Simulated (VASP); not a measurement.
Ta:

```xyz
1
Lattice="-1.6513 1.6513 1.6513 1.6513 -1.6513 1.6513 1.6513 1.6513 -1.6513" Properties=species:S:1:pos:R:3 pbc="T T T"
Ta    0.0000    0.0000    0.0000
```

| Property | Result |
| --- | --- |
| Program | VASP 6.6.1 |
| Task | relaxation of cell and atoms |
| Functional | PBE |
| Potentials or basis | VASP PAW PBE potentials, release 64 (Ta_pv) |
| Cutoff | 350 eV |
| k mesh | 18 × 18 × 18 |
| Occupations | gaussian, width 0.1 eV |
| Spin | no spin polarisation |

At the start: pressure 2.9 GPa; volume 18.01 Å³/atom.

Q: How do energy, volume and symmetry change on relaxing?

A: Over 3 steps the energy falls by 2.2 meV/atom and the volume is 18.27 Å³/atom (+1.4 %); space group Im-3m (No. 229, to 0.05 Å).

The path:
```
step  energy change (eV)  largest force (eV/Å)  pressure (GPa)  volume (Å³)
   1              0.0000                0.0000            2.85        18.01
   2              0.0091                0.0000           -5.95        18.86
   3             -0.0022                0.0000            0.00        18.27
```

Final structure:
```xyz
1
Lattice="-1.6591 1.6591 1.6591 1.6591 -1.6591 1.6591 1.6591 1.6591 -1.6591" Properties=species:S:1:pos:R:3 pbc="T T T"
Ta    0.0000    0.0000    0.0000
```
